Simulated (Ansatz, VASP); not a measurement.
# CaAl2Si2O8 (glassy CaAl2Si2O8) in two plane-wave programs, part 2 of 2

One calculation is typed for both programs; each brings its own data sets. How far apart do they land? Of the first pair: The structure shown is the start of the Ansatz relaxation below; VASP solves that cell, so the two are compared at the walk's first step.

VASP 6.6.1 and Ansatz 0.2.0.

So far. Step 3 (VASP: single point, PBE, start cell, pair 1): The run ends at a pressure of -4.16 GPa, with forces up to 0.47 eV/Å.

### Step 6. VASP: single point, PBE, relaxed atoms in a fixed cell, pair 2

Level of this step: PBE; plane waves and PAW (Al, Ca_sv, O, Si) (VASP).

The same cell, functional, mesh and smearing now go to VASP, with its own data sets.

Contents of INCAR:

```
SYSTEM = CaAl2Si2O8
PREC = Accurate
ENCUT = 600
EDIFF = 1E-06
NELM = 120
ISMEAR = 0
SIGMA = 0.05
LREAL = Auto
ALGO = Normal
GGA = PE
NBANDS = 541
LORBIT = 11
LWAVE = .FALSE.
LCHARG = .FALSE.
ISIF = 2
LASPH = .TRUE.
GGA_COMPAT = .FALSE.
EFERMI = MIDGAP
```

Contents of POSCAR:

```
CaAl2Si2O8
1.0
   12.8101000000      0.0380000000      0.1508400000
    0.0380000000     12.8636200000      0.0038200000
    0.1508400000      0.0038200000     12.7341500000
Al Ca O Si
24 12 96 24
Direct
    0.0539900000      0.8700400000      0.2212600000
    0.0820700000      0.2057300000      0.5800300000
    0.5877400000      0.5268100000      0.6915300000
    0.3520800000      0.7554100000      0.9767600000
    0.1390600000      0.4383300000      0.6145700000
    0.6693800000      0.3112100000      0.0504200000
    0.9471300000      0.6720200000      0.8067500000
    0.8226800000      0.0025300000      0.5691200000
    0.7279100000      0.6060900000      0.8457800000
    0.0083700000      0.1254500000      0.2382900000
    0.1228500000      0.7758500000      0.9857800000
    0.4390900000      0.5291900000      0.8978900000
    0.6277800000      0.5222400000      0.4777700000
    0.4634500000      0.2688200000      0.1754300000
    0.2132800000      0.5768900000      0.9086000000
    0.7303700000      0.3394200000      0.7780200000
    0.7998600000      0.1065500000      0.8456400000
    0.5581400000      0.4941400000      0.1262700000
    0.4848100000      0.3225800000      0.7518500000
    0.3123800000      0.1256700000      0.2823100000
    0.0468500000      0.0334200000      0.7598200000
    0.0408300000      0.5124800000      0.1012500000
    0.5244100000      0.7572000000      0.8143100000
    0.4701600000      0.0093300000      0.2540300000
    0.8008600000      0.5768700000      0.2814100000
    0.3710400000      0.6842300000      0.6510800000
    0.6910500000      0.7458500000      0.6200600000
    0.2714100000      0.3660300000      0.0655300000
    0.9071000000      0.2402600000      0.9982300000
    0.8689400000      0.5274000000      0.6285200000
[... 120 atom lines left out ...]
    0.7881600000      0.5093900000      0.0497300000
    0.1541400000      0.6601100000      0.2712600000
    0.4685200000      0.3565500000      0.5238400000
    0.2273800000      0.9736600000      0.9108100000
    0.5033800000      0.9553000000      0.0112000000
    0.4770700000      0.1952100000      0.9536600000
```

Contents of KPOINTS:

```
Automatic mesh
0
Gamma
1 1 1
0 0 0
```

The projector-augmented-wave data sets are Al, Ca_sv, O and Si (PBE family, release 64).

Command:

```console
export OMP_NUM_THREADS=3
mpirun -np 1 vasp_gam
```

What it wrote:

```text
[... set-up lines as in an earlier step ...]
 entering main loop
       N       E                     dE             d eps       ncg     rms          rms(c)
DAV:   1     0.983987707135E+04    0.98399E+04   -0.54192E+05  1082   0.178E+03
DAV:   2    -0.289945831703E+03   -0.10130E+05   -0.97466E+04  1335   0.440E+02
DAV:   3    -0.129522182896E+04   -0.10053E+04   -0.99859E+03  1276   0.150E+02
DAV:   4    -0.133015081864E+04   -0.34929E+02   -0.34786E+02  1340   0.273E+01
[...]
DAV:  18    -0.116728930410E+04   -0.35743E-05   -0.15069E-04  1276   0.213E-02    0.157E-02
DAV:  19    -0.116728930382E+04    0.28227E-06   -0.16887E-05  1244   0.641E-03    0.107E-02
DAV:  20    -0.116728930385E+04   -0.32345E-07   -0.32246E-06  1004   0.356E-03
   1 F= -.11672893E+04 E0= -.11672893E+04  d E =0.000000E+00
```

Parts of OUTCAR (step 6):

```text
  Total      -24.8965440    -26.8003689    -24.2157341      0.8535830      0.8826350     -1.7718310
  in kB      -19.0120251    -20.4658641    -18.4921307      0.6518311      0.6740164     -1.3530430
  external PRESSURE =     -19.3233400 kB  Pullay stress =       0.0000000 kB

 POSITION                                       TOTAL-FORCE (eV/Angst)
[...]
3.96623      2.73179      5.04373         0.004827     -0.021836     -0.002051
      4.04690      0.06491     10.39883        -0.002073     -0.003480     -0.013985
      9.94622      3.31307      1.67362        -0.022339      0.023603     -0.017791
     10.36488      1.71747      8.11269         0.014718     -0.013085     -0.001216
      1.97952     10.15548      3.58098        -0.016588      0.023796     -0.017214
      9.86413      3.52670      6.33607         0.007349      0.020716      0.009794
     12.38044      3.20789      7.15171         0.052024     -0.004506      0.008253
      5.92906      9.70018      3.84597        -0.004436     -0.009169     -0.010072
      2.72336      8.31491     10.09015         0.008116     -0.021955      0.054072
      2.85041      8.71937      0.03979         0.007162      0.016566      0.005037
      8.94977      6.81523      1.90650        -0.069120     -0.027239     -0.005538
      1.53748     12.75783     11.19207        -0.018478      0.012849     -0.020051
      9.84005      5.21948     12.70534        -0.028322     -0.048467     -0.011317
      1.19549      7.95377      2.20091        -0.027641     -0.033428     -0.019069
[...]
-----------------------------------------------------------------------------------
    total drift:                               -0.033055     -0.025858     -0.013712

  FREE ENERGIE OF THE ION-ELECTRON SYSTEM (eV)
  ---------------------------------------------------
  free  energy   TOTEN  =     -1167.2893038475 eV

  energy  without entropy=    -1167.2893038475  energy(sigma->0) =    -1167.28930385

[... 1 part as in an earlier step ...]

[... 2 further parts left out ...]
[key lines of the parts left out:]
E-fermi :   4.0361
```

The run ends at a pressure of -1.93 GPa, with forces up to 0.080 eV/Å.

### Step 7. Comparison

What differs besides the data sets and the points named for the pairs above, as far as they apply: the cutoff is 420 eV in Ansatz and 600 eV in VASP (PREC = Accurate, projectors in real space). Total energies have different zeros and are not compared.

Compared:

| quantity | Ansatz | VASP | difference |
| --- | --- | --- | --- |
| pressure (GPa) | -1.86 | -1.93 | +0.08 |
| gap on the k mesh (eV) | 3.623 | 3.615 | +0.008 |

Forces on 8 of the 156 atoms, those with the largest forces and the largest differences (eV/Å; atoms numbered as in POSCAR):

```csv
atom,"Ansatz x, y, z","VASP x, y, z"
O49,"-0.004, -0.004, 0.003","-0.058, 0.031, 0.024"
O83,"-0.012, -0.015, -0.002","-0.069, -0.027, -0.006"
O99,"-0.005, 0.003, -0.007","-0.037, 0.059, -0.018"
O107,"-0.008, -0.009, 0.009","-0.048, 0.030, 0.051"
O121,"-0.013, 0.003, -0.002","-0.073, 0.006, 0.032"
Si136,"0.013, 0.020, -0.019","0.039, -0.013, -0.061"
Si147,"0.004, 0.013, 0.000","0.032, 0.052, -0.039"
Si150,"0.032, -0.019, -0.001","0.026, -0.068, -0.025"
```

The forces differ by 21 meV/Å r.m.s., which is 92.5 % of the r.m.s. force of 0.023 eV/Å (both taken over all components). A gap on the mesh is an upper bound, since the band edges may lie between its points.

### Step 8. Outcome

```
r.m.s. force difference (single point, PBE, start cell, pair 1)                    : 21 meV/Å
r.m.s. force difference (single point, PBE, relaxed atoms in a fixed cell, pair 2) : 21 meV/Å
```

The r.m.s. force difference is 21 meV/Å (single point, PBE, start cell, pair 1), beyond the 12 meV/Å picked in this series as the mark of a large difference. What causes the difference of the single point, PBE, start cell, pair 1 pair stays open here. What causes the difference of the single point, PBE, relaxed atoms in a fixed cell, pair 2 pair stays open here. How closely two codes agree says nothing of how well the functional describes the real material.

[Lines on the potential files, build, host, timing and source positions are cut from VASP's logs without a mark.]

[Logs are printed without paths, hosts, clocks, repeated set-up lines and the standing remarks that a program may print on its own settings, such as how far it seeks lower states.]

[Hosts, paths, dates, database ids (printed as entryN), source tags and the programs' standing remarks are cut or masked in the printed files.]
